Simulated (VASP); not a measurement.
Calculation: LDA (Ceperley-Alder, Perdew-Zunger), VASP's LDA PAW potentials (set 64) (plane waves; VASP).

A VASP calculation is set up with these files.

**INCAR**
```
ISMEAR=1   # Methfessel-Paxton
EDIFFG=-0.02   # ionic stop
ISIF=3   # ions, shape and volume
NSW=60   # most ionic steps
LREAL=.FALSE.   # projection in real space or not
ALGO=Normal   # blocked Davidson
NELM=100
IBRION=2
ENCUT=400
LMAXMIX=4   # l cut-off of mixed one-centre charges
SIGMA=0.1   # width (eV)
PREC=Accurate
LWAVE=.FALSE.
EDIFF=1E-6
SYSTEM=CoSi2
LCHARG=.FALSE.
LASPH=.TRUE.   # aspherical one-centre terms
```

File KPOINTS:
```
Automatic mesh
0
Gamma
9 9 9
0 0 0
```

POSCAR:
```
CoSi2
1.0
  0.0000000000   2.6404016907   2.6404016907
  2.6404016907   0.0000000000   2.6404016907
  2.6404016907   2.6404016907   0.0000000000
Co Si
1 2
Cart
  0.0000000000   0.0000000000   0.0000000000
  1.3202008454   1.3202008454   1.3202008454
  3.9606025361   3.9606025361   3.9606025361
```

POTCAR, in this order: Co Si (LDA.64 set). Program: vasp_std.

**Question.** What will the output report for the number of irreducible k-points (NKPTS), number of bands (NBANDS), largest plane-wave count, number of space-group operations, FFT grid (NGX, NGY, NGZ)?

**Answer.** 
The number of irreducible k-points (NKPTS) comes out as 35 and the number of bands (NBANDS) comes out as 12. The largest plane-wave count is 680 and the number of space-group operations is 48. The FFT grid (NGX, NGY, NGZ) is 24 × 24 × 24.

The compound is CoSi2 in the fluorite structure. This run relaxes it. Symmetry was kept, so distortions that lower it aren't found. The start is the result of an earlier pass. The run is not spin-polarised, so no magnetic state was tried. The electron count is odd and the run is not spin-polarised, which forces a metal.
